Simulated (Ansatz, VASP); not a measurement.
Be2ZnO3 in VASP and in Ansatz

```xyz
6
Lattice="4.9628 0.0000 0.0000 -2.4814 4.2979 0.0000 0.0000 0.0000 4.5740" Properties=species:S:1:pos:R:3 pbc="T T T"
Be    0.0000    2.8653    2.2870
Be    2.4814    1.4326    2.2870
Zn    0.0000    0.0000    2.2870
O     3.0709    0.0000    2.2870
O    -1.5354    2.6595    2.2870
O     0.9459    1.6384    2.2870
```

Alike in both runs: functional PBE; k mesh 6 × 6 × 6; occupations gaussian, width 0.02 eV; no spin polarisation.

Ansatz relaxed the structure, and its values are those at the end. VASP's run is a single point on that final structure, the one shown.

|  | VASP | Ansatz |
| --- | --- | --- |
| version | VASP 6.6.1 | Ansatz 0.2.0 |
| potentials or method | VASP PAW PBE potentials, release 64 (Be, Zn, O) | scalar-relativistic, plane waves, PAW |
| plane-wave cutoff (eV) | 520 | 420 |
| valence electrons in the cell | 34 | 34 |

Ansatz gave:

```
gap on the k mesh at the Fermi level (eV) : 3.66
least direct gap on the mesh (eV)         : 3.66
pressure (GPa)                            : 0.0
rms of the force components (eV/Å)        : 0.000
```

**Question.** What did VASP give for the same quantities?

**Answer.** gap on the k mesh at the Fermi level (eV): 3.66; least direct gap on the mesh (eV): 3.66; pressure (GPa): 0.3; rms of the force components (eV/Å): 0.033.

A k mesh can miss the band edges.
